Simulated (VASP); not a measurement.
Computed with r2SCAN meta-GGA, VASP's PBE PAW potentials (set 64) (plane waves; VASP).

The input files of a VASP run:

**KPOINTS**
```
Automatic mesh
0
Gamma
13 13 8
0 0 0
```

### POSCAR
```
Er
1
    1.7903154502    -3.1009168762     0.0000000000
    1.7903154502     3.1009168762    -0.0000000000
    0.0000000000     0.0000000000     5.5369119362
Er
2
Direct
  0.3333330000   0.6666670000   0.2500000000
  0.6666670000   0.3333330000   0.7500000000
```

INCAR:
```
SYSTEM  =  Er
PREC  =  Accurate; ENCUT  =  400; LREAL  =  .FALSE.
LASPH  =  .TRUE.
EDIFF  =  1E-7; NELM  =  100; ALGO  =  Normal
LMAXMIX  =  6; LMIXTAU  =  .TRUE.
ISMEAR  =  -5
METAGGA  =  R2SCAN
ISIF  =  2
LWAVE  =  .FALSE.; LCHARG  =  .FALSE.; LORBIT  =  11
NEDOS  =  601
```

**KPOINTS_OPT**
```
k-points along high-symmetry lines
6
Line-mode
Reciprocal
  0.000000   0.000000   0.000000 ! GAMMA
  0.000000   0.500000   0.000000 ! M

  0.000000   0.500000   0.000000 ! M
 -0.333333   0.666667   0.000000 ! K

 -0.333333   0.666667   0.000000 ! K
  0.000000   0.000000   0.000000 ! GAMMA

  0.000000   0.000000   0.000000 ! GAMMA
  0.000000   0.000000   0.500000 ! A

  0.000000   0.000000   0.500000 ! A
  0.000000   0.500000   0.500000 ! L

  0.000000   0.500000   0.500000 ! L
 -0.333333   0.666667   0.500000 ! H

 -0.333333   0.666667   0.500000 ! H
  0.000000   0.000000   0.500000 ! A

  0.000000   0.500000   0.500000 ! L
  0.000000   0.500000   0.000000 ! M

 -0.333333   0.666667   0.500000 ! H
 -0.333333   0.666667   0.000000 ! K
```

POTCAR, in this order: Er_3 (PBE.64 set). Program: vasp_std.

What VASP printed:

OUTCAR:
```
 ion  position               nearest neighbor table
   1  0.333  0.667  0.250-   2 3.46   2 3.46   2 3.46   2 3.46   2 3.46   2 3.46
   2  0.667  0.333  0.750-   1 3.46   1 3.46   1 3.46   1 3.46   1 3.46   1 3.46
  LATTYP: Found a hexagonal cell.
 ALAT       =     3.5806305149
 C/A-ratio  =     1.5463511002
 Subroutine PRICEL returns:
 Original cell was already a primitive cell.
 Subroutine GETGRP returns: Found 24 space group operations
The static configuration has the point symmetry D_3d.
 The point group associated with its full space group is D_6h.
The dynamic configuration has the point symmetry D_3d.
 Subroutine INISYM returns: Found 24 space group operations
 Subroutine IBZKPT returns following result:
 Found    105 irreducible k-points:

 Following reciprocal coordinates:
            Coordinates               Weight
  0.000000  0.000000  0.000000      1.000000
  0.076923 -0.000000  0.000000      6.000000
  0.153846 -0.000000  0.000000      6.000000
  0.230769 -0.000000  0.000000      6.000000
  0.307692 -0.000000  0.000000      6.000000
  0.384615  0.000000  0.000000      6.000000
  0.461538 -0.000000  0.000000      6.000000
  0.076923  0.076923  0.000000      6.000000
  0.153846  0.076923  0.000000     12.000000
  0.230769  0.076923  0.000000     12.000000
  0.307692  0.076923  0.000000     12.000000
  0.384615  0.076923  0.000000     12.000000
  0.461538  0.076923  0.000000      6.000000
  0.153846  0.153846  0.000000      6.000000
  0.230769  0.153846  0.000000     12.000000
  0.307692  0.153846  0.000000     12.000000
  0.384615  0.153846  0.000000     12.000000
  0.230769  0.230769  0.000000      6.000000
  0.307692  0.230769  0.000000     12.000000
  0.384615  0.230769  0.000000      6.000000
  0.307692  0.307692  0.000000      6.000000
  0.000000  0.000000  0.125000      2.000000
...
```

**OSZICAR**
```
       N       E                     dE             d eps       ncg     rms          rms(c)
DAV:   1    -0.171234107199E+02   -0.17123E+02   -0.80222E+03  4471   0.120E+03
DAV:   2    -0.672740590284E+02   -0.50151E+02   -0.49013E+02  4585   0.526E+02
DAV:   3    -0.696139429419E+02   -0.23399E+01   -0.22366E+01  4922   0.587E+01
DAV:   4    -0.697056116768E+02   -0.91669E-01   -0.87769E-01  4955   0.104E+01
DAV:   5    -0.697090232733E+02   -0.34116E-02   -0.33603E-02  4672   0.186E+00    0.292E+01
DAV:   6    -0.680682022477E+02    0.16408E+01   -0.34185E-01  4415   0.117E+01    0.159E+01
DAV:   7    -0.666026265334E+02    0.14656E+01   -0.53149E-01  4962   0.120E+01    0.123E+00
DAV:   8    -0.679767417405E+02   -0.13741E+01   -0.51563E-01  5236   0.884E+00    0.313E+00
DAV:   9    -0.678571346577E+02    0.11961E+00   -0.52518E-02  4373   0.307E+00    0.858E-01
DAV:  10    -0.678166615880E+02    0.40473E-01   -0.17964E-03  4573   0.619E-01    0.998E-01
DAV:  11    -0.678078471820E+02    0.88144E-02   -0.88169E-03  3493   0.119E+00    0.589E-01
DAV:  12    -0.678039195099E+02    0.39277E-02   -0.84192E-02  3824   0.312E+00    0.404E-01
DAV:  13    -0.678100620967E+02   -0.61426E-02   -0.32406E-03  4369   0.780E-01    0.257E-01
DAV:  14    -0.678095665774E+02    0.49552E-03   -0.98184E-05  4865   0.155E-01    0.264E-01
DAV:  15    -0.678127634222E+02   -0.31968E-02   -0.13937E-03  3821   0.398E-01    0.232E-01
DAV:  16    -0.678129392243E+02   -0.17580E-03   -0.36148E-04  4545   0.246E-01    0.196E-01
DAV:  17    -0.678129954211E+02   -0.56197E-04   -0.10720E-04  4788   0.118E-01    0.131E-01
DAV:  18    -0.678129375507E+02    0.57870E-04   -0.15275E-05  4450   0.542E-02    0.124E-02
DAV:  19    -0.678129442328E+02   -0.66821E-05   -0.45098E-06  4370   0.251E-02    0.234E-02
DAV:  20    -0.678128972900E+02    0.46943E-04   -0.15346E-05  4080   0.333E-02    0.167E-03
DAV:  21    -0.678129101512E+02   -0.12861E-04   -0.11441E-06  4679   0.155E-02    0.266E-03
DAV:  22    -0.678129116445E+02   -0.14933E-05   -0.59124E-08  2061   0.333E-03    0.786E-04
DAV:  23    -0.678129151185E+02   -0.34740E-05   -0.11819E-07  2295   0.660E-03    0.924E-04
DAV:  24    -0.678129165471E+02   -0.14287E-05   -0.50284E-08  1830   0.739E-03    0.510E-04
DAV:  25    -0.678129168453E+02   -0.29817E-06   -0.30441E-08  1755   0.528E-03    0.967E-04
DAV:  26    -0.678129166880E+02    0.15732E-06   -0.26419E-08  1755   0.522E-03    0.719E-04
DAV:  27    -0.678129172677E+02   -0.57972E-06   -0.23144E-08  1750   0.453E-03    0.525E-04
DAV:  28    -0.678129173926E+02   -0.12493E-06   -0.17898E-08  1755   0.466E-03    0.358E-04
DAV:  29    -0.678129173846E+02    0.79995E-08   -0.14294E-08  1730   0.353E-03
   1 F= -.67812917E+02 E0= -.67812917E+02  d E =0.000000E+00
       N       E                     dE             ncg
```

OUTCAR:
```
------------------------ aborting loop because EDIFF is reached ----------------------------------------
  FORCE on cell =-STRESS in cart. coord.  units (eV):
  Direction    XX          YY          ZZ          XY          YZ          ZX
  --------------------------------------------------------------------------------------
  Total        0.0801361      0.0801361      0.0154312      0.0000000     -0.0000000      0.0000000
  in kB        2.0884371      2.0884365      0.4021558      0.0000000     -0.0000000      0.0000000
  external PRESSURE =       1.5263431 kB  Pullay stress =       0.0000000 kB
  volume of cell :       61.48
      direct lattice vectors                 reciprocal lattice vectors
     1.790315450 -3.100916876  0.000000000     0.279280392 -0.161242632  0.000000000
     1.790315450  3.100916876  0.000000000     0.279280392  0.161242632  0.000000000
     0.000000000  0.000000000  5.536911936     0.000000000  0.000000000  0.180606087
 POSITION                                       TOTAL-FORCE (eV/Angst)
 -----------------------------------------------------------------------------------
      1.79032      1.03364      1.38423        -0.000000     -0.000000      0.000000
      1.79032     -1.03364      4.15268         0.000000      0.000000      0.000000
 -----------------------------------------------------------------------------------
    total drift:                                0.000003      0.000090     -0.000011
  FREE ENERGIE OF THE ION-ELECTRON SYSTEM (eV)
  ---------------------------------------------------
  free  energy   TOTEN  =       -67.8129173846 eV

  energy  without entropy=      -67.8129173846  energy(sigma->0) =      -67.81291738

 total charge

# of ion       s       p       d       tot
------------------------------------------
    1        0.512   6.575   1.085   8.172
    2        0.512   6.575   1.085   8.172
--------------------------------------------------
tot          1.024  13.149   2.170  16.344
```
(Selected blocks of OUTCAR.)

The 4f electrons are frozen in the core of the lanthanide potential, so 4f levels, which can set the real gap, and their magnetism are missing. For a metal the tetrahedron method with Blöchl corrections gives inexact stress and forces.

The compound is Er in the hcp structure. It was relaxed first.
